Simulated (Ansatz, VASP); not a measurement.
# Al6W: VASP beside Ansatz

```xyz
7
Lattice="0.0000 3.9210 3.9210 3.9210 0.0000 3.9210 3.9210 3.9210 0.0000" Properties=species:S:1:pos:R:3 pbc="T T T"
Al    1.9605    1.9605    3.9210
Al    1.9605    3.9210    1.9605
Al    1.9605    1.9605    0.0000
Al    1.9605    0.0000    1.9605
Al    3.9210    1.9605    1.9605
Al    0.0000    1.9605    1.9605
W     0.0000    0.0000    0.0000
```

Change from the starting cell: species swapped into the Zn6Mo type (Fm-3m, No. 225).

Alike in both runs: functional PBE; k mesh 4 × 4 × 4; occupations gaussian, width 0.2 eV; no spin polarisation.

Ansatz relaxed the structure, and its values are those at the end. VASP's run is a single point on that final structure, the one shown.

|  | VASP | Ansatz |
| --- | --- | --- |
| version | VASP 6.6.1 | Ansatz 0.2.0 |
| potentials or method | VASP PAW PBE potentials, release 64 (Al, W_sv) | scalar-relativistic, plane waves, PAW |
| plane-wave cutoff (eV) | 520 | 420 |
| valence electrons in the cell | 32 | 32 |

Ansatz gave:

| Quantity | Value |
| --- | --- |
| gap on the k mesh at the Fermi level (eV) | none |
| pressure (GPa) | 0.0 |

Q: What did VASP give for the same quantities?

A: gap on the k mesh at the Fermi level (eV): none; pressure (GPa): -0.1.

A gap of «none» marks a metal or a gap that the smearing closes. The functional is the same, so the differences come from potentials, cutoffs and numerics.

Spin-orbit coupling is left out, which matters for the levels of W.
